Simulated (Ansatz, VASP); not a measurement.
## One calculation of SrTlBr3, two programs

POSCAR

```
SrTlBr3
1.0
    5.8738849330      0.0000000000      0.0000000000
    0.0000000000      5.8738849330      0.0000000000
    0.0000000000      0.0000000000      5.9119507070
Tl Sr Br
1 1 3
Direct
    0.0000000000      0.0000000000      0.0000000000
    0.5000000000      0.5000000000      0.5000000000
    0.5000000000      0.5000000000      0.0000000000
    0.5000000000      0.0000000000      0.5000000000
    0.0000000000      0.5000000000      0.5000000000
```

Contents of INCAR.step1:

```
SYSTEM = SrTlBr3
PREC = Accurate
ENCUT = 520
ISMEAR = 0
SIGMA = 0.01
LREAL = .False.
LASPH = .True.
NELM = 100
NBANDS = 30
GGA = PE
ALGO = Normal
EDIFF = 1E-4
LWAVE = .True.
LCHARG = .False.
```

File INCAR.step2:

```
SYSTEM = SrTlBr3
PREC = Accurate
ENCUT = 520
EDIFF = 1E-7
ISMEAR = 0
SIGMA = 0.01
LREAL = .False.
LASPH = .True.
NELM = 100
ALGO = Normal
ISIF = 2
LWAVE = .False.
LCHARG = .False.
METAGGA = R2SCAN
LMIXTAU = .True.
NBANDS = 30
ISTART = 1
```

The input KPOINTS:

```
regular mesh
0
Gamma
  4 4 4
  0 0 0
```

Input for Ansatz:

```yaml
crystal:
  lattice:
    - [5.873884933, 0.0, 0.0]
    - [0.0, 5.873884933, 0.0]
    - [0.0, 0.0, 5.911950707]
  atoms:
    - { symbol: Tl, position: [0.0, 0.0, 0.0] }
    - { symbol: Sr, position: [0.5, 0.5, 0.5] }
    - { symbol: Br, position: [0.5, 0.5, 0.0] }
    - { symbol: Br, position: [0.5, 0.0, 0.5] }
    - { symbol: Br, position: [0.0, 0.5, 0.5] }
kpoints:
  mp_grid: { grid: [4, 4, 4] }
  band_path:
    path: [[0.0, 0.0, 0.0], [0.0, 0.5, 0.0], [0.5, 0.5, 0.0], [0.5, 0.5, 0.5]]
    npoints: 1
hamiltonian:
  xc: r2scan
scf:
  occupations: { method: fixed }
  n_extra_bands: 5
output:
  forces: true
  stress: true
  eigenvalues: true
```

Change from the starting cell: epitaxial_xy strain -0.5%.

Alike in both runs: task single point; functional r2SCAN; k mesh 4 × 4 × 4; no spin polarisation.

|  | VASP | Ansatz |
| --- | --- | --- |
| version | VASP 6.6.1 | Ansatz 0.2.0 |
| potentials or method | VASP PAW PBE potentials, release 64 (Tl_d, Sr_sv, Br) | plane waves, PAW |
| plane-wave cutoff (eV) | 520 | 500 |
| occupations | gaussian, width 0.01 eV | fixed |
| valence electrons in the cell | 44 | 44 |

|  | VASP | Ansatz | Ansatz less VASP |
| --- | --- | --- | --- |
| gap on the k mesh at the Fermi level (eV) | 3.61 | 3.61 | +0.002 |
| pressure (GPa) | 0.2 | 0.2 | -0.04 |
| largest component of the traceless stress (GPa) | 0.19 | 0.19 | -0.003 |

Caveats: the PAW data sets were made with another functional, which shifts forces and pressure a little (VASP); spin-orbit coupling is left out, which as a rule narrows the gap of such compounds by several tenths of an eV. A k mesh can miss the band edges.
